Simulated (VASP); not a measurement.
Given:

```xyz
2
Lattice="0.0000 2.9053 2.9053 2.9053 0.0000 2.9053 2.9053 2.9053 0.0000" Properties=species:S:1:pos:R:3 pbc="T T T"
Na     0.0000     0.0000     0.0000
Cl     2.9053     2.9053     2.9053
```

Calculation: TPSS meta-GGA, VASP's PBE PAW potentials (set 64) (plane waves; VASP). Numerical set-up: 520 eV cut-off, 8×8×8 Γ-centred mesh, Gaussian smearing of 0.050 eV, potentials Na_pv Cl.

Problem. Estimate the energy per atom (σ→0), pressure, band gap (on the k-mesh) with the smallest direct gap where there is one.

Solution. 
```
Item                                         Result
-----------------------------------  --------------
band gap (on the k-mesh)                    5.17 eV
smallest direct gap (on the k-mesh)         5.17 eV
energy per atom (σ→0)                -7.944 eV/atom
pressure                                  -1.17 GPa
```

The absolute energy has meaning only against runs of the same code, potentials and settings.

The compound is NaCl in the rock salt structure. This cell is one point of a volume scan, at 1.06 of the reference volume.
